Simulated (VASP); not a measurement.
Method: revPBE GGA, VASP's PBE PAW potentials (set 64) (plane waves; VASP).

The input files of a VASP run:

**INCAR**
```
SYSTEM = Na2S
PREC = Accurate
ENCUT = 520
EDIFF = 1E-7
NELM = 100
ALGO = Normal
LREAL = .FALSE.
LASPH = .TRUE.
ISMEAR = -5
GGA = RE
LWAVE = .FALSE.
LCHARG = .TRUE.
LORBIT = 11
NEDOS = 601
ISIF = 2
LEFG = .TRUE.
```

**KPOINTS**
```
Automatic mesh
0
Gamma
7 7 7
0 0 0
```

POSCAR:
```
Na2S
1
    0.0000000000     3.3335291572     3.3335291572
    3.3335291572     0.0000000000     3.3335291572
    3.3335291572     3.3335291572     0.0000000000
Na S
2 1
Direct
  0.2500000000   0.2500000000   0.2500000000
  0.7500000000   0.7500000000   0.7500000000
  0.0000000000   0.0000000000   0.0000000000
```

POTCAR, in this order: Na_pv S (PBE.64 set). Program: vasp_std.

What will the output report for the number of irreducible k-points (NKPTS), largest plane-wave count, number of space-group operations, FFT grid (NGX, NGY, NGZ)?

```yaml
number of irreducible k-points (NKPTS): 20
largest_plane_wave_count: 2010
number_of_space_group_operations: 48
FFT grid (NGX, NGY, NGZ): 36 × 36 × 36
```

The compound is Na2S in the antifluorite structure. It was relaxed first, which changed the volume by +6 %.
